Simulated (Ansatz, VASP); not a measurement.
## Ge (linear Ge chain): VASP beside Ansatz

Aim: how closely do two programs agree when they are given the same cell, functional and k mesh? The structure shown is the end of the Ansatz relaxation below. Other levels of theory on this material are compared in a session of their own.

Method: plane waves, with VASP 6.6.1 beside it; single point at RPBE, in Ansatz 0.2.0.

### 1. The structure

The cell holds 1 atom: 1 Ge. Its edges and angles: a = 7.500 Å, b = 7.500 Å, c = 2.374 Å, α = 90.0°, β = 90.0°, γ = 90.0°. Vacuum lies along a and b. The structure's axis is c.

As a file:

```cif
data_structure
_symmetry_space_group_name_H-M 'P 1'
_symmetry_Int_Tables_number 1
_cell_length_a 7.5000
_cell_length_b 7.5000
_cell_length_c 2.3741
_cell_angle_alpha 90.000
_cell_angle_beta 90.000
_cell_angle_gamma 90.000
_cell_volume 133.54
loop_
_atom_site_label
_atom_site_type_symbol
_atom_site_fract_x
_atom_site_fract_y
_atom_site_fract_z
_atom_site_occupancy
Ge1 Ge 0.50000 0.50000 0.00000 1
```

### 2. Ansatz: relaxation, RPBE

Ansatz runs on its default PAW (the set named soft_2) files.

This run makes the geometry at which the two programs are then compared.

input.yaml reads:

```yaml
crystal:
  lattice:
    - [7.5, 0.0, 0.0]
    - [0.0, 7.5, 0.0]
    - [0.0, 0.0, 2.232]
  atoms:
    - { symbol: Ge, position: [0.5, 0.5, 0.0], spin: 0.3 }
magnetization:
  spin_polarized: true
kpoints:
  mp_grid: { grid: [1, 1, 36] }
scf:
  occupations: { method: fermi_dirac, width: 0.05 }
hamiltonian:
  xc: rpbe
relax:
  cell: { fix: [a, b, alpha, beta, gamma] }
  max_steps: 60
```

Launch:

```bash
> ansatz run input.yaml --threads 4 --pin off --max-ram 8192MiB --backend cpu --events-out ev --progress --plain --runs-dir out
```

Numbers of over 12 decimals in the logs are rounded to 6 here.

Log:

```text
Engine: ansatz 0.2.0, aarch64-unknown-linux-gnu
Pseudopotentials: kind: paw
Pseudopotential: Ge, paw, valence charge 14, recommended cutoff 420 eV (normal), Ge.paw.azcp
Functional definition: RPBE
  parameter kappa = 0.804
  parameter beta = 0.066725
  exchange = rpbe_x(kappa = kappa, mu = beta*pi^2/3)
  correlation = pbe_c(beta = beta)
Crystal: 1 atoms, lattice volume = 125.550 Å³
Basis set: ecut = 420 eV, 2463 PW (Γ), exchange–correlation on 108×108×30 points (8 copies of the dense FFT grid, shifted against one another)
Bands: 12, of which v1, the nominal top of the filled ones, is band 7 counted from 1 (6 counted from 0)
Symmetry: 16 space group operations
Space group: P4/mmm (ITA 123), of the structure as read, at distance tolerance 5.0e-5 Å
Magnetic group: BNS 123.339 (UNI 999), of the structure as read, at distance tolerance 5.0e-5 Å
k-points: 19 of 36
Non-local potential: Ge, projectors of the file, l = 0: 2, l = 1: 2, l = 2: 3, l = 3: 1
PAW form: soft (Blöchl's): semilocal exchange-correlation on the pseudo side does not see the compensation charge
PAW frozen core: Ge, regenerated for the run's functional, and the local potential with it (the file was generated under x = pbe(κ = 0.804, μ = 0.219515), c = pbe(β = 0.066725))
PAW one-centre angular grid: Ge, 590 points (default); XC on 64 Gauss nodes
Initial density: superposition of atomic densities (neutral atoms: chi_scale 0, normalization atom)
Starting moments: Σ|m| = 0.3 μB on 1 of 1 site
Initial wavefunctions: pseudopotential atomic-orbital guess
Functional: x = rpbe, c = pbe(β = 0.066725)
iter 1 solved again at ethr=1.61e-3 eV; its pass at ethr=3.10e-3 eV (dr2=2.26e-1 eV) is discarded
SCF iter   1: F=—  HF=-4299.262210 eV  |F-HF|=—  |Δ(HF+E_count)|=         —  Δρ=1.38e-2 (↑1.31e-2 ↓1.38e-2)  dr2=2.30e-1  dr2_m=1.75e-1  M=0.041 μB ∫|m|=0.041 μB  β_m=0.30  ethr=1.61e-3  ⟨swp⟩=1.0  Hψ=3549  notcnv=0
preconditioner: auto → Resta (q_TF=auto, 1.893 Å⁻¹)  ε∞=1.4  [insulator: Δε(μ)=0.270 eV  Ē_g=10.523 eV  σ=0.050 eV  W_gap=0.69  n_scr=20 (ndim 8)  ℏωp=6.6 eV  f_vac=0.652  D(μ)=0.87/eV (n_scr^D=4)  ε∞_Penn≈1.4  vacuum switching on, ρ_ref=8.0e-3 e/Å³]
spin=Collinear: Resta preconditioning applied to the charge; magnetization (m = ρ↑ − ρ↓) channel mixes plain (no charge-response kernel on spin).
SCF iter   2: F=—  HF=-4299.221766 eV  |F-HF|=—  |Δ(HF+E_count)|=   4.04e-2  Δρ=9.62e-3 (↑9.20e-3 ↓9.62e-3)  dr2=9.06e-2  dr2_m=8.71e-2  M=0.037 μB ∫|m|=0.037 μB  β_m=0.30  ethr=1.61e-3  ⟨swp⟩=2.0  Hψ=618  notcnv=0
preconditioner: auto → LDOS  [metal: Δε(μ)=0.092 eV  Ē_g=10.369 eV  σ=0.050 eV  W_gap=0.38  n_scr=20 (ndim 8)  ℏωp=6.6 eV  f_vac=0.660  D(μ)=0.82/eV (n_scr^D=4)]
spin=Collinear: LDOS preconditioning applied to the charge; magnetization (m = ρ↑ − ρ↓) channel mixes plain (no charge-response kernel on spin).
SCF iter   3: F=—  HF=-4299.199353 eV  |F-HF|=—  |Δ(HF+E_count)|=   2.24e-2  Δρ=6.33e-3 (↑6.06e-3 ↓6.33e-3)  dr2=2.68e-3  dr2_m=4.34e-2  M=0.030 μB ∫|m|=0.030 μB  β_m=0.30  ethr=6.47e-4  ⟨swp⟩=2.6  Hψ=809  notcnv=0
SCF iter   4: F=—  HF=-4299.200458 eV  |F-HF|=—  |Δ(HF+E_count)|=   1.10e-3  Δρ=4.52e-3 (↑4.19e-3 ↓4.52e-3)  dr2=6.02e-4  dr2_m=2.16e-2  M=0.024 μB ∫|m|=0.024 μB  β_m=0.30  ethr=1.91e-5  ⟨swp⟩=2.6  Hψ=770  notcnv=0  defer=2
SCF iter   5: F=—  HF=-4299.201469 eV  |F-HF|=—  |Δ(HF+E_count)|=   1.01e-3  Δρ=3.13e-3 (↑2.98e-3 ↓3.13e-3)  dr2=3.64e-5  dr2_m=1.07e-2  M=0.020 μB ∫|m|=0.020 μB  β_m=0.30  ethr=4.30e-6  ⟨swp⟩=2.7  Hψ=710  notcnv=0  defer=2
SCF iter   6: F=—  HF=-4299.202083 eV  |F-HF|=—  |Δ(HF+E_count)|=   6.14e-4  Δρ=2.16e-3 (↑2.16e-3 ↓2.15e-3)  dr2=4.45e-6  dr2_m=5.35e-3  M=0.016 μB ∫|m|=0.016 μB  β_m=0.30  ethr=2.60e-7  ⟨swp⟩=2.0  Hψ=787  notcnv=0  defer=2
SCF iter   7: F=—  HF=-4299.202393 eV  |F-HF|=—  |Δ(HF+E_count)|=   3.10e-4  Δρ=1.53e-3 (↑1.53e-3 ↓1.51e-3)  dr2=6.65e-7  dr2_m=2.67e-3  M=0.013 μB ∫|m|=0.014 μB  β_m=0.30  ethr=3.18e-8  ⟨swp⟩=2.5  Hψ=781  notcnv=0  defer=2
Mixer restart at iter 7: flushing history
spin-set hold released at iteration 7 (site moments contracting): the magnetisation degrees of freedom join the quasi-Newton model from the next iteration; the mixer history was flushed
SCF iter   8: F=—  HF=-4299.202552 eV  |F-HF|=—  |Δ(HF+E_count)|=   1.59e-4  Δρ=1.08e-3 (↑1.08e-3 ↓1.07e-3)  dr2=3.50e-7  dr2_m=1.33e-3  M=0.011 μB ∫|m|=0.011 μB  β_m=0.65  ethr=4.75e-9  ⟨swp⟩=2.1  Hψ=716  notcnv=0  defer=2
[...]
the starting moments were not kept: the SCF closed with an absolute magnetisation of 1.0e-5 μB, where they sum to 0.3 μB in size (1 site). That is at most 0.1 of that sum. Measured as dr2_m measures the in/out step, that magnetisation stands 9.8e-12 eV from none, at or under the dr2_threshold of 1.0e-7 eV: it is no larger than a step whose dr2_m would equal this threshold.
SCF 6 converged in 6 iterations: F = -4299.316592 eV  dr2 = 9.87e-12
relax step   6: F+E_penalty+E_count = -4299.31659247 eV  Δ(F+E_penalty+E_count) = -3.707e-4 eV  max|allowed force component| = 0.000e0 eV/Å  Δτ_max = 0.0000 Å  P = +0.124 GPa  Ω = 133.543 Å³  energy of the carried Pulay correction = -2.473e-4 eV  fix = [a, b, alpha, beta, gamma]  reactions: a +0.182, b +0.182 GPa  (6 SCF iters, dr2 threshold 1.00e-7 eV, accepted)
Basis set: ecut = 420 eV, 2599 PW (Γ), exchange–correlation on 108×108×32 points (8 copies of the dense FFT grid, shifted against one another)
Initial wavefunctions: pseudopotential atomic-orbital guess (no wavefunctions were taken with the density)
[...]
preconditioner: auto → Resta (q_TF=auto, 1.873 Å⁻¹)  ε∞=1.4  [insulator: Δε(μ)=0.238 eV  Ē_g=9.582 eV  σ=0.050 eV  W_gap=0.71  n_scr=20 (ndim 8)  ℏωp=6.4 eV  f_vac=0.674  D(μ)=0.95/eV (n_scr^D=4)  ε∞_Penn≈1.4  vacuum switching on, ρ_ref=6.7e-3 e/Å³]
spin=Collinear: Resta preconditioning applied to the charge; magnetization (m = ρ↑ − ρ↓) channel mixes plain (no charge-response kernel on spin).
[...]
SCF iter  12: F=—  HF=-4299.317058 eV  |F-HF|=—  |Δ(HF+E_count)|=  4.29e-10  Δρ=2.37e-6 (↑2.37e-6 ↓2.37e-6)  dr2=4.44e-8  dr2_m=1.63e-15  M=-0.000 μB ∫|m|=0.000 μB  β_m=0.38  ethr=1.00e-12  ⟨swp⟩=1.0  Hψ=456  notcnv=0
SCF iter  13: F=—  HF=-4299.317058 eV  |F-HF|=—  |Δ(HF+E_count)|=  9.94e-10  Δρ=2.36e-6 (↑2.36e-6 ↓2.36e-6)  dr2=4.40e-8  dr2_m=3.45e-15  M=-0.000 μB ∫|m|=0.000 μB  β_m=0.23  ethr=1.00e-12  ⟨swp⟩=1.4  Hψ=488  notcnv=0
SCF iter  14: F=—  HF=-4299.317058 eV  |F-HF|=—  |Δ(HF+E_count)|=  2.73e-10  Δρ=2.36e-6 (↑2.36e-6 ↓2.36e-6)  dr2=4.41e-8  dr2_m=3.93e-15  M=-0.000 μB ∫|m|=0.000 μB  β_m=0.14  ethr=1.00e-12  ⟨swp⟩=1.0  Hψ=456  notcnv=0
SCF iter  15: F=—  HF=-4299.317058 eV  |F-HF|=—  |Δ(HF+E_count)|=   1.66e-9  Δρ=2.35e-6 (↑2.35e-6 ↓2.35e-6)  dr2=4.36e-8  dr2_m=5.29e-15  M=-0.000 μB ∫|m|=0.000 μB  β_m=0.08  ethr=1.00e-12  ⟨swp⟩=1.4  Hψ=480  notcnv=0
SCF iter  16: F=—  HF=-4299.317058 eV  |F-HF|=—  |Δ(HF+E_count)|=   1.52e-9  Δρ=2.34e-6 (↑2.34e-6 ↓2.34e-6)  dr2=4.34e-8  dr2_m=1.10e-14  M=-0.000 μB ∫|m|=0.000 μB  β_m=0.04  ethr=1.00e-12  ⟨swp⟩=1.8  Hψ=510  notcnv=0
SCF iter  17: F=—  HF=-4299.317058 eV  |F-HF|=—  |Δ(HF+E_count)|=   3.87e-9  Δρ=2.39e-6 (↑2.39e-6 ↓2.39e-6)  dr2=4.54e-8  dr2_m=3.66e-15  M=0.000 μB ∫|m|=0.000 μB  β_m=0.02  ethr=1.00e-12  ⟨swp⟩=2.0  Hψ=538  notcnv=0
SCF iter  18: F=—  HF=-4299.317058 eV  |F-HF|=—  |Δ(HF+E_count)|=   1.08e-7  Δρ=2.39e-6 (↑2.37e-6 ↓2.39e-6)  dr2=1.26e-9  dr2_m=3.86e-11  M=-0.000 μB ∫|m|=0.000 μB  β_m=0.35  ethr=1.00e-12  ⟨swp⟩=3.3  Hψ=828  notcnv=0
SCF iter  19: F=—  HF=-4299.317058 eV  |F-HF|=—  |Δ(HF+E_count)|=   4.23e-9  Δρ=1.57e-6 (↑1.55e-6 ↓1.57e-6)  dr2=5.61e-10  dr2_m=2.68e-11  M=-0.000 μB ∫|m|=0.000 μB  β_m=0.58  ethr=1.00e-12  ⟨swp⟩=2.2  Hψ=742  notcnv=0
SCF iter  20: F=—  HF=-4299.317058 eV  |F-HF|=—  |Δ(HF+E_count)|=   2.32e-7  Δρ=3.25e-7 (↑3.14e-7 ↓3.25e-7)  dr2=2.59e-11  dr2_m=9.73e-12  M=-0.000 μB ∫|m|=0.000 μB  β_m=0.63  ethr=1.00e-12  ⟨swp⟩=2.8  Hψ=608  notcnv=0
SCF iter  21: F=-4299.317058 eV  HF=-4299.317058 eV  |F-HF|=3.51e-10  |Δ(HF+E_count)|=   1.04e-7  Δρ=5.82e-8 (↑5.36e-8 ↓5.82e-8)  dr2=1.72e-12  dr2_m=3.19e-12  M=-0.000 μB ∫|m|=0.000 μB  ethr=1.00e-12  ⟨swp⟩=3.9  Hψ=1892  notcnv=0
the starting moments were not kept: the SCF closed with an absolute magnetisation of 6.3e-6 μB, where they sum to 0.3 μB in size (1 site). That is at most 0.1 of that sum. Measured as dr2_m measures the in/out step, that magnetisation stands 3.7e-12 eV from none, at or under the dr2_threshold of 1.0e-11 eV: it is no larger than a step whose dr2_m would equal this threshold.
SCF 7 converged in 21 iterations: F = -4299.317058 eV  dr2 = 1.72e-12
relax step   7: F+E_penalty+E_count = -4299.31705802 eV  Δ(F+E_penalty+E_count) = -4.656e-4 eV  max|allowed force component| = 0.000e0 eV/Å  Δτ_max = 0.0000 Å  P = +0.130 GPa  Ω = 133.543 Å³  fix = [a, b, alpha, beta, gamma]  reactions: a +0.184, b +0.184 GPa  stress off target by 2.30e-2 GPa on what of the cell is left free  SCF on the basis re-selected at this cell (its energy is not comparable with the rows above)  (21 SCF iters)
basis re-selected at this cell: Δ(F+E_penalty+E_count) = -4.656e-4 eV, ΔP = +0.006 GPa vs the last step (what re-selecting the basis moved, of the pressure what is left beyond the Pulay correction that the steps carried, after the strain that the cell walked since its last selection, with what the two solves' SCF thresholds leave and, on support functions, any second-order correction that the steps lacked; it is no measure of the basis error at this ecutwfc). The dense FFT grid was sized anew with the basis: this SCF ran on 54×54×16 points, the steps before it on 54×54×15, so part of this shift can come from that change (see relax.cell in the input reference). [rest of the remark cut]
SCF converged after 21 iterations
Magnetization: -0.0000 μB (7.0000 up, 7.0000 down)
Absolute magnetization: 0.0000 μB (∫|ρ↑−ρ↓|, with the PAW one-centre terms)
Spin contamination: 0.0000 ħ² per cell (⟨S²⟩ above its minimum at these occupations)
Per-site moments (μB) at R_I (Å): [(-1.5157899186503113e-6, 0.979316)]
Free energy (F): -4299.317058 eV
Harris-Foulkes:  -4299.317058 eV  (|F-HF|=3.51e-10)
Internal energy: -4299.309474 eV  (E = F + TS)
E sigma→0 (E₀):  -4299.313266 eV
Entropy (-TS):   -0.007584 eV (-7.584 meV/atom)
Fermi energy:    -2.545038 eV
--- Per-component energies (eV) ---
  E_band       = -296.757122
  E_kinetic    = 108.656103
  E_local      = -4343.782628  (includes V_loc(G=0)·N_el)
  E_nonlocal   = 414.968161
  E_hartree    = 1945.364742
  E_xc         = -73.992339
  E_vxc        = -61.868824  (∫ρ·V_xc dr)
  E_paw        = -2022.019799  (= ΣΔE_a)
  E_vpaw       = -305.459773  (= ΣTr[D̂ρ^β])
  E_aug_tail   = 0.000304  (compensation charges beyond the density's cutoff)
  E_ewald      = -328.322111
  E_core_change = -0.181906  (= ΣΔE_core)
  E_smearing   = -0.007584  (= −TS)
  E_closure    = 0.000000  (closes the sum)
  Σ components = -4299.317058   (vs F -4299.317058, Δ=0.00e0)
--- Forces (eV/Å), atoms counted from 1 ---
  atom   1  Ge     0.00000000     0.00000000     0.00000000
  max |Σ_I F_I| component: 0.00e0 eV/Å
--- Stress (GPa, compression-positive) ---
        0.183727       0.000000       0.000000
        0.000000       0.183727       0.000000
        0.000000       0.000000       0.023029
  P = ⅓ Tr σ = 0.1302 GPa (1.302 kbar)
--- Relaxed structure (6 steps of the walk, 6 accepted, 1 SCFs on fresh bases) ---
  F+E_penalty+E_count = -4299.31705802 eV   max|allowed force component| = 0.000e0 eV/Å   (the final SCF, on the basis selected at the relaxed cell)
  cell:  # Å, volume = 133.5430 Å³
    - [7.5, 0.0, 0.0]
    - [0.0, 7.5, 0.0]
    - [0.0, 0.0, 2.374099]
  atoms:
    - { symbol: Ge, position: [0.5, 0.5, 0.0] }
```

(Part 1 of 2 ends here.)

[Lines on the potential files, build, host, timing and source positions are cut from VASP's logs without a mark.]

[Logs are printed without paths, hosts, clocks, repeated set-up lines and the standing remarks that a program may print on its own settings, such as how far it seeks lower states.]

[Hosts, paths, dates, database ids (printed as entryN), source tags and the programs' standing remarks are cut or masked in the printed files.]
